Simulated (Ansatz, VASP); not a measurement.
One calculation of K3Pd, two programs

File INCAR:

```
SYSTEM = K3Pd
  PREC = Accurate
  ENCUT = 520
  EDIFF = 1E-6
  ISMEAR = -1
  SIGMA = 0.05
  LREAL = .False.
  LASPH = .True.
  NELM = 60
  ALGO = Normal
  ISIF = 2
  LWAVE = .False.
  LCHARG = .False.
  GGA = PE
  NBANDS = 26
```

File KPOINTS:

```
Automatic mesh
0
Gamma
  5 5 5
  0 0 0
```

POSCAR

```
K3Pd
1.0
    5.4810737397      0.0000000000      0.0000000000
    0.0000000000      5.4810737397      0.0000000000
    0.0000000000      0.0000000000      5.4810737397
Pd K
1 3
Direct
    0.0000000000      0.0000000000      0.0000000000
    0.0000000000      0.5000000000      0.5000000000
    0.5000000000      0.0000000000      0.5000000000
    0.5000000000      0.5000000000      0.0000000000
```

Contents of input.yaml:

```yaml
crystal:
  lattice:
    - [5.4810737397, 0.0, 0.0]
    - [0.0, 5.4810737397, 0.0]
    - [0.0, 0.0, 5.4810737397]
  atoms:
    - { symbol: Pd, position: [0.0, 0.0, 0.0] }
    - { symbol: K, position: [0.0, 0.5, 0.5] }
    - { symbol: K, position: [0.5, 0.0, 0.5] }
    - { symbol: K, position: [0.5, 0.5, 0.0] }
hamiltonian:
  xc: pbe
  pseudopotentials: { kind: paw }
kpoints:
  mp_grid: { grid: [5, 5, 5] }
scf:
  occupations: { method: fermi_dirac, width: 0.05 }
output:
  forces: true
  stress: true
  eigenvalues: true
```

The cell comes from a database or a generator and needn't be the stable form of this composition.

Alike in both runs: task single point; functional PBE; k mesh 5 × 5 × 5; occupations fermi-dirac, width 0.05 eV; no spin polarisation.

```csv
,VASP,Ansatz
version,VASP 6.6.1,Ansatz 0.2.0
potentials or method,"VASP PAW PBE potentials, release 64 (Pd, K_sv)",Ansatz PAW
plane-wave cutoff (eV),520,420
valence electrons in the cell,37,45
```

|  | VASP | Ansatz | Ansatz less VASP |
| --- | --- | --- | --- |
| gap on the k mesh at the Fermi level (eV) | none | none | - |
| pressure (GPa) | -0.2 | -0.2 | +0.02 |

A gap of «none» marks a metal or a gap that the smearing closes. With one functional, cell and mesh, what is left measures potentials, basis and numerics. The two sets of potentials don't hold the same shells in valence.
